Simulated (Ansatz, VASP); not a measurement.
# Ag2SnO3 (Ag2SnO3 (P6_322)): VASP beside Ansatz

Aim: how closely do two programs agree when they are given the same cell, functional and k mesh? The cell is taken from a series of runs on this material, whose earlier steps may have relaxed, scaled, displaced or heated it; both programs get it as it stands.

Program: Ansatz 0.2.0. Level of theory: plane waves, with VASP 6.6.1 beside it; relaxation of cell and atoms at r2SCAN. Results are calculated unless marked as measured.

## Step 1: The starting structure

Symmetry: P6_322, No. 182, hexagonal system. The conventional cell has a = 5.661 Å, b = 5.661 Å, c = 12.730 Å, α = 90.00°, β = 90.00°, γ = 120.00°. Nearest to Ag lie 2 O at 2.08 Å. Nearest to Ag lie 6 O at 2.46 Å. Nearest to Sn lie 6 O at 2.08 Å. Sn has 6 O at 2.08 Å nearest. Nearest to O lie 2 Ag at 2.08 to 2.46 Å and 2 Sn at 2.08 Å. Farther neighbours and most contacts between anions are not listed.

## Step 2: Ansatz: relaxation of cell and atoms, r2SCAN

Ansatz runs on its PAW soft_1 files.

The relaxed volume is the usual yardstick between codes: in a stiff, nearly cubic crystal its relative difference is about their pressure difference at one cell divided by the bulk modulus.

input.yaml reads:

```yaml
crystal:
  lattice:
    - [5.6614024, 0.0, 0.0]
    - [-2.8307012, 4.9029183, 0.0]
    - [0.0, 0.0, 12.7297753]
  atoms:
    - { symbol: Ag, position: [0.67865895, 0.67865895, 0.0] }
    - { symbol: Ag, position: [0.32134105, 0.32134105, 0.5] }
    - { symbol: Ag, position: [0.66666667, 0.33333333, 0.25] }
    - { symbol: Ag, position: [0.32134105, 0.0, 0.0] }
    - { symbol: Ag, position: [0.0, 0.67865895, 0.5] }
    - { symbol: Ag, position: [0.67865895, 0.0, 0.5] }
    - { symbol: Ag, position: [0.33333333, 0.66666667, 0.75] }
    - { symbol: Ag, position: [0.0, 0.32134105, 0.0] }
    - { symbol: Sn, position: [0.66666667, 0.33333333, 0.75] }
    - { symbol: Sn, position: [0.0, 0.0, 0.75] }
    - { symbol: Sn, position: [0.0, 0.0, 0.25] }
    - { symbol: Sn, position: [0.33333333, 0.66666667, 0.25] }
    - { symbol: O, position: [0.72012076, 0.66621863, 0.83803603] }
    - { symbol: O, position: [0.94609787, 0.66621863, 0.66196397] }
    - { symbol: O, position: [0.33378137, 0.27987924, 0.66196397] }
    - { symbol: O, position: [0.33378137, 0.05390213, 0.83803603] }
    - { symbol: O, position: [0.94609787, 0.27987924, 0.83803603] }
    - { symbol: O, position: [0.27987924, 0.94609787, 0.16196397] }
    - { symbol: O, position: [0.72012076, 0.05390213, 0.66196397] }
    - { symbol: O, position: [0.05390213, 0.72012076, 0.33803603] }
    - { symbol: O, position: [0.66621863, 0.94609787, 0.33803603] }
    - { symbol: O, position: [0.66621863, 0.72012076, 0.16196397] }
    - { symbol: O, position: [0.05390213, 0.33378137, 0.16196397] }
    - { symbol: O, position: [0.27987924, 0.33378137, 0.33803603] }
basis:
  ecutwfc: 500
  xc_grid: 2
hamiltonian:
  xc: r2scan
  pseudopotentials: { kind: paw, azcp: { folder: soft_1 } }
kpoints:
  mp_grid: { grid: [8, 8, 3] }
scf:
  occupations: { method: fermi_dirac, width: 0.05 }
  max_iter: 150
output:
  forces: true
  stress: true
relax:
  f_tol: 0.01
  max_steps: 60
  cell: {}
checkpoint:
  write: "../r2scan.run"
  compress: false
  write_wavefunctions: false
  write_every: 100000
```

Run with:

```bash
> ansatz run input.yaml --threads 4 --pin off --max-ram 6594MiB --backend cpu --events-out ev --progress --plain --runs-dir out
```

Numbers of over 12 decimals in the logs are rounded to 6 here.

The program printed:

```text
Engine: ansatz 0.2.0, aarch64-unknown-linux-gnu
Pseudopotentials: kind: paw
Pseudopotential: Ag, paw, valence charge 19, recommended cutoff 500 eV (meta_gga), soft_1/Ag.paw.azcp
Pseudopotential: Sn, paw, valence charge 14, recommended cutoff 500 eV (meta_gga), soft_1/Sn.paw.azcp
Pseudopotential: O, paw, valence charge 6, recommended cutoff 500 eV (meta_gga), soft_1/O.paw.azcp
Functional definition: r2SCAN
  parameter k0 = 0.174
  parameter k1 = 0.065
  parameter a1 = 4.9479
  exchange = r2scan_x(k0 = k0, k1 = k1, a1 = a1)
  correlation = r2scan_c
Crystal: 24 atoms, lattice volume = 353.345 Å³
Basis set: ecut = 500 eV, 9005 PW (Γ), exchange–correlation on 90×90×192 points (8 copies of the dense FFT grid, shifted against one another)
Bands: 168, of which v1, the nominal top of the filled ones, is band 140 counted from 1 (139 counted from 0)
Symmetry: 12 space group operations
Space group: P6322 (ITA 182), of the structure as read, at distance tolerance 7.1e-5 Å
k-points: 20 of 192 (time reversal used)
Non-local potential: Ag, projectors of the file, l = 0: 3, l = 1: 2, l = 2: 2, l = 3: 1
Non-local potential: Sn, projectors of the file, l = 0: 2, l = 1: 2, l = 2: 2, l = 3: 1
Non-local potential: O, projectors of the file, l = 0: 2, l = 1: 2, l = 2: 1
PAW form: soft (Blöchl's): semilocal exchange-correlation on the pseudo side does not see the compensation charge
PAW frozen core: Ag, regenerated for the run's functional (the file was generated under x = pbe(κ = 0.804, μ = 0.219515), c = pbe(β = 0.066725))
PAW frozen core: Sn, regenerated for the run's functional (the file was generated under x = pbe(κ = 0.804, μ = 0.219515), c = pbe(β = 0.066725))
PAW frozen core: O, regenerated for the run's functional (the file was generated under x = pbe(κ = 0.804, μ = 0.219515), c = pbe(β = 0.066725))
PAW one-centre angular grid: Ag, 590 points (default); XC on 160 Gauss nodes
PAW one-centre angular grid: Sn, 590 points (default); XC on 160 Gauss nodes
PAW one-centre angular grid: O, 302 points (default); XC on 160 Gauss nodes
Initial density: superposition of atomic densities (chi_scale 0.1, normalization cell, long waves kept (reshape's long-wave potential 0.56 eV rms))
Initial wavefunctions: pseudopotential atomic-orbital guess
Functional: x = r2scan, c = r2scan; τ floored in thin density (d = 2e-4 eV/Å³)
SCF iter   1: F=—  HF=-91805.380767 eV  |F-HF|=—  |Δ(HF+E_count)|=         —  Δρ=6.48e-2  dr2=1.89e1  dr2_τ=5.00e-1  ethr=3.10e-3  ⟨swp⟩=5.0  Hψ=11526  notcnv=0  defer=117
preconditioner: auto → Resta (q_TF=auto, 2.625 Å⁻¹)  ε∞=4.7  [insulator: Δε(μ)=0.254 eV  Ē_g=15.125 eV  σ=0.050 eV  W_gap=0.58  n_scr=112 (ndim 8)  ℏωp=29.0 eV  f_vac=0.013  D(μ)=0.14/eV (n_scr^D=0)  ε∞_Penn≈4.7]
SCF iter   2: F=—  HF=-91802.507544 eV  |F-HF|=—  |Δ(HF+E_count)|=    2.87e0  Δρ=2.96e-2  dr2=3.87e0  dr2_τ=1.87e-1  ethr=3.10e-3  ⟨swp⟩=2.0  Hψ=5955  notcnv=0  defer=427
SCF iter   3: F=—  HF=-91802.499678 eV  |F-HF|=—  |Δ(HF+E_count)|=   7.87e-3  Δρ=1.30e-2  dr2=7.44e-1  dr2_τ=4.25e-2  ethr=1.38e-3  ⟨swp⟩=3.0  Hψ=5633  notcnv=0  defer=306
automatic band count: iteration 3 solves 162 bands in place of 168: the levels show a gap, and the empty bands left out lie too high to hold charge; the band table lists the bands solved (type scf.n_extra_bands for more)
SCF iter   4: F=—  HF=-91802.490075 eV  |F-HF|=—  |Δ(HF+E_count)|=   9.60e-3  Δρ=3.14e-3  dr2=4.11e-2  dr2_τ=4.28e-3  ethr=2.66e-4  ⟨swp⟩=3.0  Hψ=4641  notcnv=0  defer=306
SCF iter   5: F=—  HF=-91802.489066 eV  |F-HF|=—  |Δ(HF+E_count)|=   1.01e-3  Δρ=1.39e-3  dr2=6.69e-3  dr2_τ=4.14e-4  ethr=1.47e-5  ⟨swp⟩=2.5  Hψ=5569  notcnv=0  defer=299
SCF iter   6: F=—  HF=-91802.489605 eV  |F-HF|=—  |Δ(HF+E_count)|=   5.39e-4  Δρ=4.04e-4  dr2=4.64e-4  dr2_τ=2.89e-5  ethr=2.39e-6  ⟨swp⟩=2.0  Hψ=4702  notcnv=0  defer=299
SCF iter   7: F=—  HF=-91802.489632 eV  |F-HF|=—  |Δ(HF+E_count)|=   2.68e-5  Δρ=1.85e-4  dr2=1.06e-4  dr2_τ=6.45e-6  ethr=1.66e-7  ⟨swp⟩=2.0  Hψ=5582  notcnv=0  defer=299
SCF iter   8: F=—  HF=-91802.489611 eV  |F-HF|=—  |Δ(HF+E_count)|=   2.16e-5  Δρ=4.53e-5  dr2=6.03e-6  dr2_τ=3.30e-7  ethr=3.79e-8  ⟨swp⟩=2.0  Hψ=5383  notcnv=0  defer=299
SCF iter   9: F=—  HF=-91802.489943 eV  |F-HF|=—  |Δ(HF+E_count)|=   3.32e-4  Δρ=8.97e-6  dr2=2.32e-7  dr2_τ=1.36e-8  ethr=2.15e-9  ⟨swp⟩=2.0  Hψ=5694  notcnv=0  defer=299
SCF iter  10: F=-91802.489943 eV  HF=-91802.489943 eV  |F-HF|=4.73e-9  |Δ(HF+E_count)|=   8.22e-8  Δρ=2.28e-6  dr2=1.67e-8  dr2_τ=8.26e-10  ethr=3.57e-11  ⟨swp⟩=5.0  Hψ=11078  notcnv=0
SCF 1 converged in 10 iterations: F = -91802.489943 eV  dr2 = 1.67e-8
  greatest PAW one-centre occupation: 1.003 electrons in one spin orbital (limit 2), on the Ag atom at site 4 (counted from 0), in its partial waves of l = 0
[...]
SCF 3 converged in 6 iterations: F = -91802.494607 eV  dr2 = 1.11e-8
  greatest PAW one-centre occupation: 1.003 electrons in one spin orbital (limit 2), on the Ag atom at site 7 (counted from 0), in its partial waves of l = 0
relax step   3: F+E_penalty+E_count = -91802.49460693 eV  Δ(F+E_penalty+E_count) = +7.338e-6 eV  max|allowed force component| = 1.174e-2 eV/Å  Δτ_max = 0.0022 Å  P = +0.007 GPa  Ω = 352.496 Å³  energy of the carried Pulay correction = +4.407e-4 eV  (6 SCF iters, dr2 threshold 2.64e-8 eV, accepted)
[...]
relax step   4: F+E_penalty+E_count = -91802.49474403 eV  Δ(F+E_penalty+E_count) = -1.371e-4 eV  max|allowed force component| = 1.240e-3 eV/Å  Δτ_max = 0.0007 Å  P = +0.006 GPa  Ω = 352.402 Å³  energy of the carried Pulay correction = +4.896e-4 eV  (5 SCF iters, dr2 threshold 9.98e-9 eV, accepted)
[...]
relax step   5: F+E_penalty+E_count = -91802.49427120 eV  Δ(F+E_penalty+E_count) = +4.728e-4 eV  max|allowed force component| = 1.240e-3 eV/Å  Δτ_max = 0.0000 Å  P = +0.006 GPa  Ω = 352.402 Å³  stress off target by 1.94e-2 GPa  SCF on the basis re-selected at this cell (its energy is not comparable with the rows above)  (4 SCF iters)
basis re-selected at this cell: Δ(F+E_penalty+E_count) = +4.728e-4 eV, ΔP = +0.001 GPa vs the last step (what re-selecting the basis moved, of the pressure what is left beyond the Pulay correction that the steps carried, after the strain that the cell walked since its last selection, with what the two solves' SCF thresholds leave and, on support functions, any second-order correction that the steps lacked; it is no m [...]
SCF converged after 4 iterations
Free energy (F): -91802.494271 eV
Harris-Foulkes:  -91802.494271 eV  (|F-HF|=1.46e-11)
Internal energy: -91802.491945 eV  (E = F + TS)
E sigma→0 (E₀):  -91802.493108 eV
Entropy (-TS):   -0.002326 eV (-0.097 meV/atom)
Fermi energy:    10.479847 eV
--- Per-component energies (eV) ---
  E_band       = -3093.138695
  E_kinetic    = 6467.986623
  E_local      = -28543.423886  (includes V_loc(G=0)·N_el)
  E_nonlocal   = 1478.878441
  E_hartree    = 13340.168111
  E_xc         = -2507.769638
  E_vxc        = -3324.823293  (∫ρ·V_xc dr)
  E_paw        = -51406.630935  (= ΣΔE_a)
  E_vpaw       = -6079.568830  (= ΣTr[D̂ρ^β])
  E_aug_tail   = 0.004916  (compensation charges beyond the density's cutoff)
  E_vtau       = 227.471501  (kinetic-family band-sum trace: ∫τ·v_τ [+ j·A + Jᵃ·Aᵃ] dr)
  E_ewald      = -30630.189121
  E_core_change = -1.516456  (= ΣΔE_core)
  E_smearing   = -0.002326  (= −TS)
  E_closure    = -0.000000  (closes the sum)
  Σ components = -91802.494271   (vs F -91802.494271, Δ=0.00e0)
--- Forces (eV/Å), atoms counted from 1 ---
  atom   1  Ag    -0.00061977    -0.00107347    -0.00000000
  atom   2  Ag     0.00061977     0.00107347    -0.00000000
  atom   3  Ag     0.00000000    -0.00000000    -0.00000000
  atom   4  Ag     0.00123954    -0.00000000     0.00000000
  atom   5  Ag     0.00061977    -0.00107347     0.00000000
  atom   6  Ag    -0.00123954     0.00000000    -0.00000000
  atom   7  Ag    -0.00000000     0.00000000     0.00000000
  atom   8  Ag    -0.00061977     0.00107347     0.00000000
  atom   9  Sn     0.00000000     0.00000000     0.00000000
  atom  10  Sn     0.00000000    -0.00000000    -0.00000000
  atom  11  Sn     0.00000000     0.00000000     0.00000000
  atom  12  Sn     0.00000000    -0.00000000    -0.00000000
  atom  13  O      0.00061459     0.00035740     0.00081204
  atom  14  O     -0.00061459     0.00035740    -0.00081204
  atom  15  O     -0.00000222    -0.00071095    -0.00081204
  atom  16  O     -0.00061681     0.00035355     0.00081204
  atom  17  O      0.00000222    -0.00071095     0.00081204
  atom  18  O     -0.00061681    -0.00035355    -0.00081204
  atom  19  O      0.00061681     0.00035355    -0.00081204
  atom  20  O     -0.00000222     0.00071095     0.00081204
  atom  21  O      0.00061681    -0.00035355     0.00081204
  atom  22  O      0.00000222     0.00071095    -0.00081204
  atom  23  O      0.00061459    -0.00035740    -0.00081204
  atom  24  O     -0.00061459    -0.00035740     0.00081204
  max |Σ_I F_I| component: 2.19e-17 eV/Å
--- Stress (GPa, compression-positive) ---
       -0.000148       0.000000       0.000000
       -0.000000      -0.000148      -0.000000
        0.000000      -0.000000       0.019390
  P = ⅓ Tr σ = 0.0064 GPa (0.064 kbar)
--- Relaxed structure (4 steps of the walk, 4 accepted, 1 SCFs on fresh bases) ---
  F+E_penalty+E_count = -91802.49427120 eV   max|allowed force component| = 1.240e-3 eV/Å   (the final SCF, on the basis selected at the relaxed cell)
  cell:  # Å, volume = 352.4021 Å³
    - [5.651962, 0, 0]
    - [-2.825981, 4.894742, 0]
    - [0, -2.361589566336143e-19, 12.738240]
  atoms:
    - { symbol: Ag, position: [0.679107, 0.679107, 0] }
    - { symbol: Ag, position: [0.320893, 0.320893, 0.5] }
    - { symbol: Ag, position: [0.666667, 0.333333, 0.25] }
    - { symbol: Ag, position: [0.320893, 0, 0] }
    - { symbol: Ag, position: [1.1103436433087564e-16, 0.679107, 0.5] }
    - { symbol: Ag, position: [0.679107, 0, 0.5] }
    - { symbol: Ag, position: [0.333333, 0.666667, 0.750000] }
    - { symbol: Ag, position: [2.7755575615628914e-17, 0.320893, 0] }
    - { symbol: Sn, position: [0.666667, 0.333333, 0.750000] }
    - { symbol: Sn, position: [0, 0, 0.750000] }
    - { symbol: Sn, position: [0, 0, 0.25] }
    - { symbol: Sn, position: [0.333333, 0.666667, 0.25] }
    - { symbol: O, position: [0.720978, 0.666236, 0.837928] }
    - { symbol: O, position: [0.945259, 0.666236, 0.662072] }
    - { symbol: O, position: [0.333764, 0.279022, 0.662072] }
    - { symbol: O, position: [0.333764, 0.054741, 0.837928] }
    - { symbol: O, position: [0.945259, 0.279022, 0.837928] }
    - { symbol: O, position: [0.279022, 0.945259, 0.162072] }
    - { symbol: O, position: [0.720978, 0.054741, 0.662072] }
    - { symbol: O, position: [0.054741, 0.720978, 0.337928] }
    - { symbol: O, position: [0.666236, 0.945259, 0.337928] }
    - { symbol: O, position: [0.666236, 0.720978, 0.162072] }
    - { symbol: O, position: [0.054741, 0.333764, 0.162072] }
    - { symbol: O, position: [0.279022, 0.333764, 0.337928] }
```

The column dr2 measures how far the density is from self-consistency, as an energy; F and HF (Harris–Foulkes) agree once it is small.

(Continued in part 2 of 2.)

[Lines on the potential files, build, host, timing and source positions are cut from VASP's logs without a mark.]

[Logs are printed without paths, hosts, clocks, repeated set-up lines and the standing remarks that a program may print on its own settings, such as how far it seeks lower states.]

[Hosts, paths, dates, database ids (printed as entryN), source tags and the programs' standing remarks are cut or masked in the printed files.]
